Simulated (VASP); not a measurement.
```
PdSb
1.0
    0.00000     3.00240     3.00240
    3.00240     0.00000     3.00240
    3.00240     3.00240     0.00000
Pd Sb
1 1
Cartesian
  0.00000   0.00000   0.00000
  3.00240   3.00240   3.00240
```

Calculation: PBEsol GGA, VASP's PBE PAW potentials (set 64) (plane waves; VASP). Settings: 400 eV cut-off, 10×10×10 Γ-centred mesh, first-order Methfessel-Paxton smearing of 0.10 eV, potentials Pd Sb.

Energy and stress use the plane-wave basis of the starting cell.

### Question
The ions, cell shape and volume are relaxed. Which structure does the run end with?

### Answer

```
PdSb
1.0
    0.00000     2.73067     2.73067
    2.73067     0.00000     2.73067
    2.73067     2.73067     0.00000
Pd Sb
1 1
Direct
  0.00000   0.00000   0.00000
  0.50000   0.50000   0.50000
```
Space group Fm-3m (225), at a tolerance of 0.03 Å.

### Question
How do energy and volume change from the first to the last step?

### Answer
The energy (σ→0) changes by -448.3 meV/atom and the volume by -24.8 %, in 4 ionic steps.

```
step  E(σ→0) (eV)  max force (eV/Å)  pressure (GPa)  volume (Å³)
----  -----------  ----------------  --------------  -----------
1        -10.1262             0.000          -16.08        54.13
2        -10.7001             0.000           22.74        35.51
3        -11.0222             0.000           -0.65        40.96
4        -11.0228             0.000            0.02        40.72
```

The structure was generated: PdSb was put into the rock salt type (Fm-3m), which need not be its known phase. This run relaxes it. Symmetry was kept, so distortions that lower it aren't found. The electron count is odd and the run is not spin-polarised, which forces a metal.
